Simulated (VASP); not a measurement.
# LiF (Griceite): excitons from the Bethe-Salpeter equation, part 2 of 3

Wanted: the lowest vertical excitons of LiF (Griceite) and its absorption. The cell is of the rock-salt type, one of the forms listed for this formula. The start is a cell from a database of measured crystal structures.

VASP 6.6.1, plane waves and PAW; the level of theory is named at each step.

So far. Step 2 (Ground state): The cell has a gap of 9.05 eV on mesh and path. Step 3 (Empty bands): WAVECAR now holds 40 bands for 8 electrons. Its independent-particle dielectric tensor has xx, yy, zz = 2.0, 2.0, 2.0 on this mesh, which isn't tested for convergence in mesh or bands and lacks local fields.

**4. G0W0**

This step: G0W0 on PBE; plane waves and PAW (F_GW, Li_GW) (VASP 6.6.1).

G0W0 keeps orbitals and screening fixed and shifts each of the lowest NBANDSGW levels once. LWAVE keeps the quasiparticle levels in WAVECAR, and the W files hold the screened interaction for the next step.

INCAR reads:

```
SYSTEM = LiF
PREC = Accurate
ENCUT = 520
ISMEAR = 0
SIGMA = 0.01
LREAL = .FALSE.
GGA = PE
NBANDS = 40
ALGO = EVGW0
NELMGW = 1
ENCUTGW = 100
NOMEGA = 48
PRECFOCK = Fast
NBANDSGW = 16
LWAVE = .TRUE.
LCHARG = .FALSE.
```

POSCAR reads:

```
LiF
1.0
    0.0000000000      2.0140000000      2.0140000000
    2.0140000000      0.0000000000      2.0140000000
    2.0140000000      2.0140000000      0.0000000000
F Li
1 1
Direct
    0.5000000000      0.5000000000      0.5000000000
    0.0000000000      0.0000000000      0.0000000000
```

KPOINTS reads:

```
Automatic mesh
0
Gamma
8 8 8
0 0 0
```

Potentials, in the order of the species: F_GW and Li_GW (PBE family, release 64).

Command:

```bash
$ mpirun -np 8 vasp_std
```

What it wrote:

```text
[banner, memory and clock lines left out]
running    8 mpi-ranks, on    1 nodes
 distrk:  each k-point on    8 cores,    1 groups
 distr:  one band on    1 cores,    8 groups

 POSCAR found type information on POSCAR F Li
 POSCAR found :  2 types and       2 ions
 [... a notice as in an earlier step ...]

|                                                                             |
|           W    W    AA    RRRRR   N    N  II  N    N   GGGG   !!!           |
|           W    W   A  A   R    R  NN   N  II  NN   N  G    G  !!!           |
|           W    W  A    A  R    R  N N  N  II  N N  N  G       !!!           |
|           W WW W  AAAAAA  RRRRR   N  N N  II  N  N N  G  GGG   !            |
|           WW  WW  A    A  R   R   N   NN  II  N   NN  G    G                |
|           W    W  A    A  R    R  N    N  II  N    N   GGGG   !!!           |
|                                                                             |
|     The default for ENCUTGWSOFT is different in this version of VASP.       |
|     please manually set ENCUTGWSOFT =100 in the INCAR file.                 |
|                                                                             |

 LDA part: xc-table for (Slater+PW92), standard interpolation
 found WAVECAR, reading the header
 POSCAR, INCAR and KPOINTS ok, starting setup
 FFT: planning ... GRIDC
 FFT: planning ... GRID_SOFT
 FFT: planning ... GRID
 reading WAVECAR
 the WAVECAR file was read successfully
 initial charge from wavefunction
 available memory per node:     31.42 GB, setting MAXMEM to     32177

 The Fermi energy was updated, please check that it is located mid-gap
 values below the HOMO (VB) or above the LUMO (CB) will cause erroneous energies
 E-fermi :   1.3204

 calculate exact exchange contribution
 the WAVEDER file was read successfully
energies w=
    0.000    0.000    0.811    0.000    1.619    0.000    2.420    0.000
    3.213    0.000    3.993    0.000    4.761    0.000    5.516    0.000
    6.256    0.000    6.983    0.000    7.697    0.000    8.399    0.000
    9.091    0.000    9.775    0.000   10.452    0.000   11.126    0.000
   11.799    0.000   12.473    0.000   13.151    0.000   13.837    0.000
   14.534    0.000   15.246    0.000   15.977    0.000   16.731    0.000
   17.514    0.000   18.332    0.000   19.191    0.000   20.101    0.000
   21.070    0.000   22.110    0.000   23.235    0.000   24.462    0.000
   25.812    0.000   27.311    0.000   28.994    0.000   30.904    0.000
   33.099    0.000   35.657    0.000   38.686    0.000   42.336    0.000
   46.832    0.000   52.510    0.000   59.911    0.000   69.958    0.000
   84.355    0.000  106.659    0.000  145.712    0.000  231.284    0.000
 responsefunction array rank=      48
 LDA part: xc-table for (Slater+PW92), standard interpolation

 min. memory requirement per mpi rank    141.4 MB, per node   1130.9 MB

 allocating   6 responsefunctions rank=    48
 shmem allocating  48 responsefunctions rank=    48
 response function shared by NCSHMEM nodes    1
 Doing            6  frequencies on each core in blocks of           48
NQ=   1    0.0000    0.0000    0.0000,
|.........|.........|.........|.........|.........|.........|.........|.........
 performed        184000 updates of chi_q(r,r)
 total number of BLAS operations          1.08 Gflops
NQ=   2    0.1250    0.0000    0.0000,
|.........|.........|.........|.........|.........|.........|.........|.........
 performed        597000 updates of chi_q(r,r)
 total number of BLAS operations          5.61 Gflops
NQ=   3    0.2500    0.0000    0.0000,
|.........|.........|.........|.........|.........|.........|.........|.........
 performed       1010000 updates of chi_q(r,r)
 total number of BLAS operations         10.90 Gflops
NQ=   4    0.3750    0.0000    0.0000,
|.........|.........|.........|.........|.........|.........|.........|.........
 performed       1423000 updates of chi_q(r,r)
 total number of BLAS operations         15.43 Gflops
NQ=   5    0.5000    0.0000    0.0000,
|.........|.........|.........|.........|.........|.........|.........|.........
 performed       1708000 updates of chi_q(r,r)
 total number of BLAS operations         19.09 Gflops
NQ=   6    0.1250    0.1250    0.0000,
|.........|.........|.........|.........|.........|.........|.........|.........
 performed       2064000 updates of chi_q(r,r)
 total number of BLAS operations         23.42 Gflops
NQ=   7    0.2500    0.1250    0.0000,
|.........|.........|.........|.........|.........|.........|.........|.........
 performed       2738000 updates of chi_q(r,r)
 total number of BLAS operations         31.22 Gflops
NQ=   8    0.3750    0.1250    0.0000,
|.........|.........|.........|.........|.........|.........|.........|.........
 performed       3412000 updates of chi_q(r,r)
 total number of BLAS operations         39.01 Gflops
NQ=   9    0.5000    0.1250    0.0000,
|.........|.........|.........|.........|.........|.........|.........|.........
 performed       4086000 updates of chi_q(r,r)
 total number of BLAS operations         46.40 Gflops
NQ=  10   -0.3750    0.1250    0.0000,
|.........|.........|.........|.........|.........|.........|.........|.........
 performed       4760000 updates of chi_q(r,r)
 total number of BLAS operations         53.80 Gflops
NQ=  11   -0.2500    0.1250    0.0000,
|.........|.........|.........|.........|.........|.........|.........|.........
 performed       5434000 updates of chi_q(r,r)
 total number of BLAS operations         62.43 Gflops
NQ=  12   -0.1250    0.1250    0.0000,
|.........|.........|.........|.........|.........|.........|.........|.........
 performed       5937000 updates of chi_q(r,r)
 total number of BLAS operations         68.56 Gflops
NQ=  13    0.2500    0.2500    0.0000,
|.........|.........|.........|.........|.........|.........|.........|.........
 performed       6293000 updates of chi_q(r,r)
 total number of BLAS operations         73.82 Gflops
NQ=  14    0.3750    0.2500    0.0000,
|.........|.........|.........|.........|.........|.........|.........|.........
 performed       6967000 updates of chi_q(r,r)
 total number of BLAS operations         81.62 Gflops
NQ=  15    0.5000    0.2500    0.0000,
|.........|.........|.........|.........|.........|.........|.........|.........
 performed       7641000 updates of chi_q(r,r)
 total number of BLAS operations         89.01 Gflops
NQ=  16   -0.3750    0.2500    0.0000,
|.........|.........|.........|.........|.........|.........|.........|.........
 performed       8315000 updates of chi_q(r,r)
 total number of BLAS operations         95.25 Gflops
NQ=  17   -0.2500    0.2500    0.0000,
|.........|.........|.........|.........|.........|.........|.........|.........
 performed       8818000 updates of chi_q(r,r)
 total number of BLAS operations        101.07 Gflops
NQ=  18    0.3750    0.3750    0.0000,
|.........|.........|.........|.........|.........|.........|.........|.........
 performed       9174000 updates of chi_q(r,r)
 total number of BLAS operations        105.62 Gflops
NQ=  19    0.5000    0.3750    0.0000,
|.........|.........|.........|.........|.........|.........|.........|.........
 performed       9848000 updates of chi_q(r,r)
 total number of BLAS operations        113.42 Gflops
NQ=  20   -0.3750    0.3750    0.0000,
|.........|.........|.........|.........|.........|.........|.........|.........
 performed      10351000 updates of chi_q(r,r)
 total number of BLAS operations        118.07 Gflops
NQ=  21    0.5000    0.5000    0.0000,
|.........|.........|.........|.........|.........|.........|.........|.........
 performed      10607000 updates of chi_q(r,r)
 total number of BLAS operations        121.35 Gflops
NQ=  22    0.3750    0.2500    0.1250,
|.........|.........|.........|.........|.........|.........|.........|.........
 performed      11289000 updates of chi_q(r,r)
 total number of BLAS operations        128.43 Gflops
NQ=  23    0.5000    0.2500    0.1250,
|.........|.........|.........|.........|.........|.........|.........|.........
 performed      12091000 updates of chi_q(r,r)
 total number of BLAS operations        137.22 Gflops
NQ=  24   -0.3750    0.2500    0.1250,
|.........|.........|.........|.........|.........|.........|.........|.........
 performed      12699000 updates of chi_q(r,r)
 total number of BLAS operations        142.85 Gflops
NQ=  25    0.5000    0.3750    0.1250,
|.........|.........|.........|.........|.........|.........|.........|.........
 performed      13381000 updates of chi_q(r,r)
 total number of BLAS operations        151.15 Gflops
NQ=  26   -0.3750    0.3750    0.1250,
|.........|.........|.........|.........|.........|.........|.........|.........
 performed      14183000 updates of chi_q(r,r)
 total number of BLAS operations        159.02 Gflops
NQ=  27   -0.2500    0.3750    0.1250,
|.........|.........|.........|.........|.........|.........|.........|.........
 performed      14783000 updates of chi_q(r,r)
 total number of BLAS operations        164.57 Gflops
NQ=  28   -0.3750    0.5000    0.1250,
|.........|.........|.........|.........|.........|.........|.........|.........
 performed      15286000 updates of chi_q(r,r)
 total number of BLAS operations        170.39 Gflops
NQ=  29   -0.2500    0.5000    0.2500,
|.........|.........|.........|.........|.........|.........|.........|.........
 performed      15643000 updates of chi_q(r,r)
 total number of BLAS operations        173.32 Gflops
 resolving degeneracies of screened two electron integrals

 calculate QP shifts <psi_nk| G(iteration)W_0 |psi_nk>: iteration 1
 writing wavefunctions
 entering main loop
```

Elapsed: 59 s, on 8 MPI ranks of Intel Xeon 6975P-C (Granite Rapids), shared host; peak memory 1.6 GiB; 6.2 min of CPU time.

OUTCAR, selected parts (step 4):

```text
The static configuration has the point symmetry O_h .

 Found     29 irreducible k-points:

   k-points           NKPTS =     29   k-points in BZ     NKDIM =    512   number of bands    NBANDS=     40

   NELECT =       8.0000    total number of electrons

 E-fermi :   1.3204

 QP shifts <psi_nk| G(iteration)W_0 |psi_nk>: iteration 1
 for sc-GW calculations column KS-energies equals QP-energies in previous step
 and V_xc(KS)=  KS-energies - (<T + V_ion + V_H > + <T+V_H+V_ion>^1  + <V_x>^1)
 k-point   1 :       0.0000    0.0000    0.0000
  band No.  KS-energies  QP-energies   sigma(KS)   V_xc(KS)     V^pw_x(r,r')   Z            occupation Imag(sigma)
      1     -23.2274     -27.7601     -28.0249     -22.3155     -36.5119       0.7939       2.0000       1.0905
      2      -3.2039      -5.7752     -26.0177     -22.8784     -30.6665       0.8191       2.0000       0.0888
      3      -3.2039      -5.7752     -26.0177     -22.8784     -30.6665       0.8191       2.0000       0.0888
      4      -3.2039      -5.7752     -26.0177     -22.8784     -30.6665       0.8191       2.0000       0.0888
      5       5.8447       7.5020      -8.4548     -10.3307      -5.4173       0.8834       0.0000      -0.0651
      6      20.7341      23.3270      -5.3908      -8.4101      -1.5611       0.8588       0.0000      -0.1443
      7      20.7341      23.3270      -5.3908      -8.4101      -1.5611       0.8588       0.0000      -0.1443
      8      20.7341      23.3270      -5.3908      -8.4101      -1.5611       0.8588       0.0000      -0.1443
    ...

 k-point   2 :       0.1250    0.0000    0.0000
  band No.  KS-energies  QP-energies   sigma(KS)   V_xc(KS)     V^pw_x(r,r')   Z            occupation Imag(sigma)
      1     -23.1597     -27.6599     -28.0964     -22.3960     -36.5814       0.7895       2.0000       1.0742
      2      -3.6419      -6.3147     -25.3336     -22.0633     -29.9049       0.8173       2.0000       0.0919
      3      -3.2392      -5.8198     -25.9847     -22.8321     -30.6323       0.8185       2.0000       0.0892
      4      -3.2392      -5.8198     -25.9847     -22.8321     -30.6323       0.8185       2.0000       0.0892
      5       6.2863       8.0296      -8.7899     -10.7702      -5.7961       0.8803       0.0000      -0.0637
      6      17.3825      19.4147      -6.3748      -8.7272      -2.7884       0.8639       0.0000      -0.1051
      7      19.1097      21.4809      -5.6814      -8.4164      -2.0346       0.8670       0.0000      -0.1143
      8      19.1097      21.4809      -5.6814      -8.4164      -2.0346       0.8670       0.0000      -0.1143
    ...

 k-point   3 :       0.2500    0.0000    0.0000
  band No.  KS-energies  QP-energies   sigma(KS)   V_xc(KS)     V^pw_x(r,r')   Z            occupation Imag(sigma)
      1     -22.9941     -27.3967     -28.2866     -22.6054     -36.7642       0.7750       2.0000       1.0363
      2      -4.5857      -7.4606     -24.1417     -20.6073     -28.6317       0.8134       2.0000       0.1005
      3      -3.3247      -5.9265     -25.9149     -22.7326     -30.5616       0.8176       2.0000       0.0901
      4      -3.3247      -5.9265     -25.9149     -22.7326     -30.5616       0.8176       2.0000       0.0901
      5       7.1149       8.9872      -8.7419     -10.8644      -5.7435       0.8821       0.0000      -0.0650
      6      14.7327      16.8571      -7.6570     -10.1189      -4.2358       0.8629       0.0000      -0.0908
      7      17.3309      19.6716      -5.5483      -8.2264      -2.0525       0.8740       0.0000      -0.0849
      8      17.3309      19.6716      -5.5483      -8.2264      -2.0525       0.8740       0.0000      -0.0849
    ...

[... 7 parts as in an earlier step ...]

[... 5 further parts left out ...]
```

This step gave:

* quasiparticle gap on the mesh: 13.28 eV
* smallest direct quasiparticle gap on the mesh: 13.28 eV
* gap of the starting orbitals on the mesh: 9.049 eV

GW takes the gap from 9.049 to 13.277 eV. The value holds for 40 bands, ENCUTGW = 100 eV and this mesh, and isn't shown to be converged in them.

(Continued in part 3 of 3.)

[Lines on the potential files, build, host, timing and source positions are cut from VASP's logs without a mark.]

[Logs are printed without paths, hosts, clocks, repeated set-up lines and the standing remarks that a program may print on its own settings, such as how far it seeks lower states.]

[Hosts, paths, dates, database ids (printed as entryN), source tags and the programs' standing remarks are cut or masked in the printed files.]

[Pressures printed for these runs are not shown converged in the cutoff: they can be off by several GPa and have the wrong sign.]
